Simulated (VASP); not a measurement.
Given:

```
CELL_PARAMETERS angstrom
      0.00000     3.15142     3.15142
      3.15142     0.00000     3.15142
      3.15142     3.15142     0.00000
ATOMIC_POSITIONS crystal
  Ba 0.00000 0.00000 0.00000
  S  0.50000 0.50000 0.50000
```

All values below come from LDA (Ceperley-Alder, Perdew-Zunger), VASP's LDA PAW potentials (set 64) (plane waves; VASP). Run with 520 eV cut-off, 7×7×7 Γ-centred mesh, Gaussian smearing of 0.050 eV, potentials Ba_sv S.

### Question
Estimate the energy per atom (σ→0).

### Answer

The energy per atom (σ→0) is -5.587 eV/atom.

Total energies compare only between runs with the same potentials, cut-off and functional.

The compound is BaS in the rock salt structure. It was relaxed first. The start is the result of an earlier pass.
